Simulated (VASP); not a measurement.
# ScF3 (Pm-3m) in VASP: a series of runs

One crystal, ScF3, is run at these levels: LDA; tasks: relaxation of cell and atoms.

All numbers are computed with VASP 6.6.1; they aren't measurements. Logs are shortened: lines on timing, memory, paths and dates and some standing lists are left out, and cuts for length are marked.

## (1) The structure

The structure is cubic, space group Pm-3m (No. 221). The conventional cell has a = 4.012 Å, b = 4.012 Å, c = 4.012 Å, α = 90.00°, β = 90.00°, γ = 90.00°. Sc (site symmetry m-3m) is surrounded by 6 F at 2.01 Å. F (site symmetry 4/mmm) is surrounded by 2 Sc at 2.01 Å.

## (2) Relaxation of cell and atoms, LDA, collinear spin, ferromagnetic start

INCAR reads:

```
PREC = Accurate ; ENCUT = 520
EDIFF = 1E-7 ; ISMEAR = 0
SIGMA = 0.02 ; LREAL = False
LASPH = True ; NELM = 120
ALGO = Fast ; ISIF = 3
LWAVE = False ; LCHARG = False
ISPIN = 2 ; MAGMOM = 1 0 0 0
LORBIT = 11 ; LMAXMIX = 4
IBRION = 2 ; NSW = 80
EDIFFG = -0.002
```

KPOINTS reads:

```
regular mesh
0
Gamma
  8 8 8
```

POSCAR reads:

```
ScF3
1.0
    4.0124500000      0.0000000000      0.0000000000
    0.0000000000      4.0124500000      0.0000000000
    0.0000000000      0.0000000000      4.0124500000
Sc F
1 3
Direct
    0.0000000000      0.0000000000      0.0000000000
    0.5000000000      0.0000000000      0.0000000000
    0.0000000000      0.5000000000      0.0000000000
    0.0000000000      0.0000000000      0.5000000000
```

Potentials or basis: VASP PAW LDA potentials, release 64 (Sc_sv, F).

Launch:

```sh
> cat potpaw_LDA.64/Sc_sv/POTCAR potpaw_LDA.64/F/POTCAR > POTCAR
> mpirun -np 1 vasp_std > vasp.out
```

OUTCAR:

```text
PREC = Accurate
   ENCUT = 520
   EDIFF = 1E-7
   ISMEAR = 0
   LREAL = False
   LASPH = True
   NELM = 120
   ISIF = 3
   ISPIN = 2
   LORBIT = 11
   IBRION = 2
   NSW = 80
   EDIFFG = -0.002

 ion  position               nearest neighbor table
   1  0.000  0.000  0.000-   2 2.01   3 2.01   4 2.01   4 2.01   3 2.01   2 2.01
   2  0.500  0.000  0.000-   1 2.01   1 2.01
   3  0.000  0.500  0.000-   1 2.01   1 2.01
   4  0.000  0.000  0.500-   1 2.01   1 2.01

  LATTYP: Found a simple cubic cell.
 ALAT       =     4.0124500000

  Lattice vectors:

 A1 = (   4.0124500000,   0.0000000000,   0.0000000000)
 A2 = (   0.0000000000,   4.0124500000,   0.0000000000)
 A3 = (   0.0000000000,   0.0000000000,   4.0124500000)

Analysis of symmetry for initial positions (statically):
=====================================================================
 Subroutine PRICEL returns:
 Original cell was already a primitive cell.

 Routine SETGRP: Setting up the symmetry group for a
 simple cubic supercell.

 Subroutine GETGRP returns: Found 48 space group operations
 (whereof 48 operations were pure point group operations)
 out of a pool of 48 trial point group operations.

The static configuration has the point symmetry O_h .

Analysis of symmetry for dynamics (positions and initial velocities):
=====================================================================
 Subroutine PRICEL returns:
 Original cell was already a primitive cell.

 Routine SETGRP: Setting up the symmetry group for a
 simple cubic supercell.

 Subroutine GETGRP returns: Found 48 space group operations
 (whereof 48 operations were pure point group operations)
 out of a pool of 48 trial point group operations.

The dynamic configuration has the point symmetry O_h .

Analysis of structural, dynamic, and magnetic symmetry:
=====================================================================
 Subroutine PRICEL returns:
 Original cell was already a primitive cell.

 Routine SETGRP: Setting up the symmetry group for a
 simple cubic supercell.

 Subroutine GETGRP returns: Found 48 space group operations
 (whereof 48 operations were pure point group operations)
 out of a pool of 48 trial point group operations.

The overall configuration has the point symmetry O_h .

 Subroutine INISYM returns: Found 48 space group operations
 (whereof 48 operations are pure point group operations),
 and found     1 'primitive' translations

----------------------------------------------------------------------------------------

                                     Primitive cell

  volume of cell :      64.5995

  direct lattice vectors                    reciprocal lattice vectors
     4.012450000  0.000000000  0.000000000     0.249224289  0.000000000  0.000000000
     0.000000000  4.012450000  0.000000000     0.000000000  0.249224289  0.000000000
     0.000000000  0.000000000  4.012450000     0.000000000  0.000000000  0.249224289

  length of vectors
     4.012450000  4.012450000  4.012450000     0.249224289  0.249224289  0.249224289

  position of ions in fractional coordinates (direct lattice)
     0.000000000  0.000000000  0.000000000
     0.500000000  0.000000000  0.000000000
     0.000000000  0.500000000  0.000000000
     0.000000000  0.000000000  0.500000000

  ion indices of the primitive-cell ions
   primitive index   ion index
                 1           1
                 2           2
                 3           3
                 4           4

----------------------------------------------------------------------------------------

 KPOINTS: regular mesh

Automatic generation of k-mesh.
 Grid dimensions read from file:
 generate k-points for:    8    8    8

 Generating k-lattice:

  Cartesian coordinates                     Fractional coordinates (reciprocal lattice)
     0.031153036  0.000000000  0.000000000     0.125000000  0.000000000  0.000000000
     0.000000000  0.031153036  0.000000000     0.000000000  0.125000000  0.000000000
     0.000000000  0.000000000  0.031153036     0.000000000  0.000000000  0.125000000

  Length of vectors
     0.031153036  0.031153036  0.031153036

  Shift w.r.t. Gamma in fractional coordinates (k-lattice)
     0.000000000  0.000000000  0.000000000

 Subroutine IBZKPT returns following result:
 ===========================================

 Found     35 irreducible k-points:

 Following reciprocal coordinates:
            Coordinates               Weight
  0.000000  0.000000  0.000000      1.000000
  0.125000  0.000000  0.000000      6.000000
  0.250000  0.000000  0.000000      6.000000
  0.375000  0.000000  0.000000      6.000000
  0.500000  0.000000  0.000000      3.000000
  0.125000  0.125000  0.000000     12.000000
[... 16 lines left out ...]
  0.375000  0.375000  0.125000     24.000000
  0.500000  0.375000  0.125000     24.000000
 [... further k-points ...]
   k-points           NKPTS =     35   k-points in BZ     NKDIM =     35   number of bands    NBANDS=     21
   number of dos      NEDOS =    301   number of ions     NIONS =      4
   total plane-waves  NPLWV =  27000
   dimension x,y,z NGX =    30 NGY =   30 NGZ =   30
   dimension x,y,z NGXF=    60 NGYF=   60 NGZF=   60
   ions per type =               1   3
   NGX,Y,Z   is equivalent  to a cutoff of  12.43, 12.43, 12.43 a.u.
   NGXF,Y,Z  is equivalent  to a cutoff of  24.86, 24.86, 24.86 a.u.
 SYSTEM =  unknown system
   PREC   = accura    normal or accurate (medium, high low for compatibility)
   ISTART =      0    job   : 0-new  1-cont  2-samecut
   ICHARG =      2    charge: 1-file 2-atom 10-const
   ISPIN  =      2    spin polarized calculation?
   LNONCOLLINEAR =      F non collinear calculations
   LSORBIT =      F    spin-orbit coupling
   LASPH  =      T    aspherical Exc in radial PAW
   ENCUT  =  520.0 eV  38.22 Ry    6.18 a.u.   7.46  7.46  7.46*2*pi/ulx,y,z
   NELM   =    120;   NELMIN=  2; NELMDL= -5     # of ELM steps
   EDIFF  = 0.1E-06   stopping-criterion for ELM
   LREAL  =      F    real-space projection
   EDIFFG = -.2E-02   stopping-criterion for IOM
   NSW    =     80    number of steps for IOM
   IBRION =      2    ionic relax: 0-MD 1-quasi-New 2-CG
   NFREE  =      1    steps in history (QN), initial steepest desc. (CG)
   ISIF   =      3    stress and relaxation
   ISYM   =      2    0-nonsym 1-usesym 2-fastsym
   POTIM  = 0.5000    time-step for ionic-motion
   TEBEG  =    0.0;   TEEND  =   0.0 temperature during run
   PSTRESS=    0.0 pullay stress
   NELECT =      32.0000    total number of electrons
   NUPDOWN=      -1.0000    fix difference up-down
   EMIN   =  10.00;   EMAX   =-10.00  energy-range for DOS
   EFERMI =   0.00;   METHOD = LEGACY
   ISMEAR =     0;   SIGMA  =   0.02  broadening in eV -4-tet -1-fermi 0-gaus
   EFERMI_NEDOS =   21; number of points for ismear=-14 and -15
   IALGO  =     68    algorithm
   IMIX   =      4    mixing-type and parameters
     AMIX     =   0.40;   BMIX     =  1.00
     AMIX_MAG =   1.60;   BMIX_MAG =  1.00
  volume/ion in A,a.u.               =      16.15       108.98
  Fermi-wavevector in a.u.,A,eV,Ry     =   1.295334  2.447827 22.829091  1.677891
  Thomas-Fermi vector in A             =   2.426861
   LORBIT       =     11    0 simple, 1 ext, 2 COOP (PROOUT), +10 PAW based schemes
   GGA     = CA    functional components
   LHFCALC =     F    Hartree Fock is set to
   AEXX    =    0.0000 exact exchange contribution
   IVDW    =     0    specifies the selected vdW correction
   LEPSILON=     F    determine dielectric tensor
   LRPA    =     F    only Hartree local field effects (RPA)
 conjugate gradient relaxation of ions
 spin polarized calculation
 RMM-DIIS sequential band-by-band and
 Gauss-broadening in eV      SIGMA  =   0.02
  energy-cutoff  :      520.00
  volume of cell :       64.60
 maximum number of plane-waves:      1763
 NGX is ok and might be reduce to    30
   NGX = 15   NGY = 15   NGZ = 15

--------------------------------------- Ionic step        1  -------------------------------------------

 number of electron      31.9999963 magnetization      -0.0009440

 number of electron      31.9999963 magnetization       0.0000003

 Free energy of the ion-electron system (eV)
  ---------------------------------------------------
  ext. energy  EPLUGINS =         0.00000000
  ---------------------------------------------------
  free energy    TOTEN  =       -29.57937499 eV

  energy without entropy =      -29.57937499  energy(sigma->0) =      -29.57937499

------------------------ aborting loop because EDIFF is reached ----------------------------------------

  FORCE on cell =-STRESS in cart. coord.  units (eV):
  Direction    XX          YY          ZZ          XY          YZ          ZX
  --------------------------------------------------------------------------------------
  -------------------------------------------------------------------------------------
  Total       -0.9418703     -0.9418703     -0.9418703      0.0000000     -0.0000000      0.0000000
  in kB      -23.3599959    -23.3599959    -23.3599959      0.0000000     -0.0000000      0.0000000
  external PRESSURE =     -23.3599959 kB  Pullay stress =       0.0000000 kB
[... 65 lines left out ...]
--------------------------------------- Ionic step        3  -------------------------------------------

 number of electron      31.9999968 magnetization      -0.0000000

 number of electron      31.9999968 magnetization       0.0000000

 Free energy of the ion-electron system (eV)
  ---------------------------------------------------
  ext. energy  EPLUGINS =         0.00000000
  ---------------------------------------------------
  free energy    TOTEN  =       -29.58990742 eV

  energy without entropy =      -29.58990742  energy(sigma->0) =      -29.58990742

 E-fermi :  -3.6603     XC(G=0):  -8.9731

 val. band max:       -3.7594295136   @ k =   0.5000   0.5000   0.5000
 cond. band min:       2.5375426357   @ k =   0.0000   0.0000   0.0000
 fundamental gap:      6.2969721493
 Fermi energy:        -3.6603251328

 spin component 1

 k-point     1 :       0.0000    0.0000    0.0000
  band No.  band energies     occupation
      1     -48.8865      1.00000
      2     -27.9466      1.00000
      3     -27.9466      1.00000
      4     -27.9466      1.00000
      5     -23.4624      1.00000
      6     -23.1773      1.00000
[... 565 lines left out ...]
     20       5.4112      0.00000
     21       7.0807      0.00000

 [... further k-points ...]

 spin component 2

 k-point     1 :       0.0000    0.0000    0.0000
  band No.  band energies     occupation
      1     -48.8865      1.00000
      2     -27.9466      1.00000
      3     -27.9466      1.00000
      4     -27.9466      1.00000
      5     -23.4624      1.00000
      6     -23.1773      1.00000
[... 598 lines left out ...]
  FREE ENERGIE OF THE ION-ELECTRON SYSTEM (eV)
  ---------------------------------------------------
  free  energy   TOTEN  =       -29.5899074177 eV

  energy  without entropy=      -29.5899074177  energy(sigma->0) =      -29.58990742

 reached required accuracy - stopping structural energy minimisation

 total charge

# of ion       s       p       d       tot
------------------------------------------
    1        2.209   6.290   1.020   9.519
    2        1.728   4.375   0.000   6.104
    3        1.728   4.375   0.000   6.104
    4        1.728   4.375   0.000   6.104
--------------------------------------------------
tot          7.394  19.415   1.020  27.830

 magnetization (x)

# of ion       s       p       d       tot
------------------------------------------
    1       -0.000  -0.000   0.000   0.000
    2        0.000  -0.000   0.000  -0.000
    3        0.000  -0.000   0.000  -0.000
    4        0.000  -0.000   0.000  -0.000
--------------------------------------------------
tot          0.000  -0.000   0.000  -0.000
```

Run time: 98 s. Hardware: 1 thread of Intel Xeon 6975P-C (Granite Rapids), shared host; peak memory 0.21 GiB.

Results:

```
Free energy                                           : -29.5899 eV
Relaxed volume                                        : 15.79 Å³/atom
Relaxed cell                                          : a = 3.983 Å, b = 3.983 Å, c = 3.983 Å, α = 90.00°, β = 90.00°, γ = 90.00°
Space group after relaxing (to 0.05 Å)                : Pm-3m (No. 221)
Energy gained by relaxing                             : 2.6 meV/atom
Ionic steps                                           : 3
Pressure after relaxing                               : 0.0 GPa
Band gap on the k mesh                                : 6.30 eV, indirect (least direct gap 6.83 eV)
Net moment                                            : 0.00 μB per cell
Valence electrons inside the program's atomic spheres : Sc 9.52; F 6.10
```

Step by step:
```tsv
step	energy change (eV)	largest force (eV/Å)	pressure (GPa)	volume (Å³)
1	0.0000	0.0000	-2.34	64.60
2	-0.0075	0.0000	1.31	62.42
3	-0.0105	0.0000	-0.02	63.17
```

Final structure:
```
Sc F
1.0
     3.98268    0.00000    0.00000
     0.00000    3.98268    0.00000
     0.00000    0.00000    3.98268
Sc F
1 3
Direct
  0.00000 0.00000 0.00000
  0.50000 0.00000 0.00000
  0.00000 0.50000 0.00000
  0.00000 0.00000 0.50000
```

A k mesh can miss the band edges. Zero-point motion and thermal expansion aren't in these numbers.

(Part 1 of 2 ends here.)
